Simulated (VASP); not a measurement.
The system is LaAs3.

```
CELL_PARAMETERS angstrom
6.31388 0.00000 0.00000
-3.15694 5.46798 0.00000
0.00000 0.00000 5.81982
ATOMIC_POSITIONS crystal
La 0.66667 0.33333 0.25000
La 0.33333 0.66667 0.75000
As 0.80162 0.19838 0.75000
As 0.39676 0.19838 0.75000
As 0.80162 0.60324 0.75000
As 0.60324 0.80162 0.25000
As 0.19838 0.80162 0.25000
As 0.19838 0.39676 0.25000
```

The cell comes from a database or a generator and needn't be the stable form of this composition.

| Property | Result |
| --- | --- |
| Program | VASP 6.6.1 |
| Task | single point |
| Functional | PBE |
| Potentials or basis | VASP PAW PBE potentials, release 64 (La, As) |
| Cutoff | 520 eV |
| k mesh | 5 × 5 × 5 |
| Occupations | fermi-dirac, width 0.05 eV |
| Spin | no spin polarisation |

On this cell: pressure 0.2 GPa; largest force 0.100 eV/Å; band gap on the k mesh none (metal or under the smearing width).

The same run follows on a disturbed copy (atoms moved at random, drawn with an rms of 0.05 Å):

```
La As
1.0
     6.31388    0.00000    0.00000
    -3.15694    5.46798    0.00000
     0.00000    0.00000    5.81982
La As
2 6
Direct
  0.66044 0.32636 0.24573
  0.33141 0.66193 0.74750
  0.80828 0.20302 0.75195
  0.39397 0.20062 0.75348
  0.80960 0.61421 0.74854
  0.62043 0.80997 0.25175
  0.20106 0.80973 0.25103
  0.20086 0.39269 0.24154
```

Question: What changes?

Answer: The energy (extrapolated to zero smearing) moves by +8.1 meV/atom; pressure -1.0 GPa; largest force 0.508 eV/Å; band gap on the k mesh none (metal or under the smearing width).

Forces on the atoms (eV/Å):
```
La   0.223  0.289  0.144
La   0.058  0.290  0.013
As  -0.233 -0.035 -0.056
As   0.275  0.027 -0.070
As  -0.049 -0.280 -0.032
As  -0.409 -0.301 -0.019
As   0.264 -0.407 -0.019
As  -0.131  0.418  0.038
```

Stress tensor (GPa, compression positive):
```
-1.34 -0.12  0.02
-0.12 -1.39 -0.12
 0.02 -0.12 -0.32
```
